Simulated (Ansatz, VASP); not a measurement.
# NaLa in VASP and in Ansatz

```xyz
2
Lattice="3.5820 0.0000 0.0000 -1.7910 3.1021 0.0000 0.0000 0.0000 6.4403" Properties=species:S:1:pos:R:3 pbc="T T T"
Na    0.0000    0.0000    0.0000
La    0.0000    2.0681    3.2201
```

The cell comes from a database or a generator and needn't be the stable form of this composition.

Alike in both runs: task single point; functional PBEsol; dispersion D3(BJ); k mesh 7 × 7 × 4; occupations methfessel-paxton of order 1, width 0.1 eV; no spin polarisation.

```csv
,VASP,Ansatz
version,VASP 6.6.1,Ansatz 0.2.0
potentials or method,"VASP PAW PBE potentials, release 64 (Na_pv, La)","plane waves, PAW"
plane-wave cutoff (eV),520,476
valence electrons in the cell,18,20
```

```tsv
	VASP	Ansatz	Ansatz less VASP
pressure (GPa)	-2.4	-2.4	-0.01
largest component of the traceless stress (GPa)	0.73	0.75	+0.020
dispersion energy (meV/atom)	-312.3	-312.5	-0.12
```

The two sets of potentials don't hold the same shells in valence.

Caveats: the PAW data sets were made with another functional, which shifts forces and pressure a little (VASP); pairwise dispersion overbinds metals, which lowers pressure and volume. The runs have no spin-orbit coupling, so splittings on La are missing.
